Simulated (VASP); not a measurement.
Method: PBEsol GGA, VASP's PBE PAW potentials (set 64) (plane waves; VASP).

VASP input:

**POSCAR**
```
LaP
1
   -0.0000000000     2.9883325273     2.9883325273
    2.9883325273     0.0000000000     2.9883325273
    2.9883325273     2.9883325273     0.0000000000
P La
1 1
Direct
  0.5000000000   0.5000000000   0.5000000000
  0.0000000000   0.0000000000   0.0000000000
```

### KPOINTS
```
Automatic mesh
0
Gamma
10 10 10
0 0 0
```

**INCAR**
```
# general
SYSTEM  = LaP
PREC    = Accurate
ENCUT   = 400
LREAL   = F
LASPH   = T   # aspherical one-centre terms

# electronic loop
EDIFF   = 1E-6   # SCF stop (eV)
NELM    = 100   # most electronic steps
ALGO    = Normal
LMAXMIX = 6

# smearing
ISMEAR  = 1
SIGMA   = 0.1   # width (eV)

# functional
GGA     = PS   # PBEsol

# ions
IBRION  = 2
NSW     = 60   # most ionic steps
ISIF    = 3
EDIFFG  = -0.01   # ionic stop

# output
LWAVE   = F
LCHARG  = F
```

POTCAR, in this order: P La (PBE.64 set). Program: vasp_std.

**Question.** Estimate the energy per atom (σ→0), band gap (on the k-mesh).

**Answer.** 
The energy per atom (σ→0) is -7.113 eV/atom and the band gap (on the k-mesh) is none (metal, semimetal or under 0.01 eV).

### OSZICAR
```
...
DAV:  10    -0.142267654106E+02   -0.53624E-03   -0.53107E-03  1880   0.784E-01    0.602E-02
DAV:  11    -0.142266228002E+02    0.14261E-03   -0.14589E-03  1920   0.363E-01    0.362E-02
DAV:  12    -0.142266549800E+02   -0.32180E-04   -0.16751E-04  1920   0.920E-02    0.201E-02
DAV:  13    -0.142266662305E+02   -0.11251E-04   -0.47606E-05  1992   0.443E-02    0.121E-02
DAV:  14    -0.142266661959E+02    0.34549E-07   -0.59305E-05  1800   0.691E-02    0.216E-03
DAV:  15    -0.142266675822E+02   -0.13863E-05   -0.31844E-06  1612   0.216E-02    0.202E-03
DAV:  16    -0.142266675583E+02    0.23852E-07   -0.29355E-07  1124   0.530E-03
   1 F= -.14226668E+02 E0= -.14226678E+02  d E =-.142267E+02
```

The structure comes from a measured LaP entry (Fm-3m) of the Crystallography Open Database, whose conditions weren't checked. It was relaxed first. The start is the result of an earlier pass.
